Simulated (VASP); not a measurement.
Write the native input for VASP 6.6.1 that does the following.

| Item | Value |
| --- | --- |
| Task | single point |
| Functional | PBE |
| Potentials or basis | VASP PAW PBE potentials, release 64 (Zn, Y_sv, B) |
| Cutoff | 520 eV |
| k mesh | 3 × 4 × 4 |
| Occupations | gaussian, width 0.1 eV |
| Spin | no spin polarisation |
| Dipole correction | no |
| Further INCAR settings | ALGO = Fast; EDIFF = 1e-06; NBANDS = 28 |

The structure of YZn2B2 lies in POSCAR:

```
YZn2B2
1.0
    4.3089210000      1.0370700000      0.3395300000
   -0.7462010000      3.8813490000     -0.4545610000
   -0.6108390000     -0.2883490000      4.0301550000
Zn Y B
2 1 2
Direct
    0.3084193268      0.1653440711      0.9713731487
    0.0028988989      0.1199784205      0.4907923511
    0.5145727480      0.7285811953      0.4432089365
    0.0030845004      0.5455457840      0.2472747467
    0.8406125979      0.4388453992      0.8638845921
```

The cell was built by a generator and needn't be a form met in nature.

The input as run:

INCAR

```
PREC = Accurate
ENCUT = 520
EDIFF = 1E-6
ISMEAR = 0
SIGMA = 0.1
LREAL = F
LASPH = T
NELM = 100
ALGO = Fast
ISIF = 2
LWAVE = F
LCHARG = F
GGA = PE
NBANDS = 28
```

KPOINTS

```
Automatic mesh
0
Gamma
  3 4 4
```

Potentials or basis: VASP PAW PBE potentials, release 64 (Zn, Y_sv, B).

The run is started by

```console
$ cat potpaw_PBE.64/Zn/POTCAR potpaw_PBE.64/Y_sv/POTCAR potpaw_PBE.64/B/POTCAR > POTCAR
$ mpirun -np 1 vasp_std > vasp.out
```

It gave:

```
Pressure               : 15.1 GPa
Largest force          : 2.347 eV/Å
Band gap on the k mesh : none (metal or under the smearing width)
```

Caveat: the k mesh is coarse (spacing up to 0.47 Å⁻¹), so the values aren't converged; so large a pressure means that the cell lies far from this level's equilibrium, or that cutoff or potentials fall short.

Run time: 73 s on 1 thread of Intel(R) Xeon(R) Platinum 8559C (Emerald Rapids), on a shared host, peak memory 0.22 GiB.
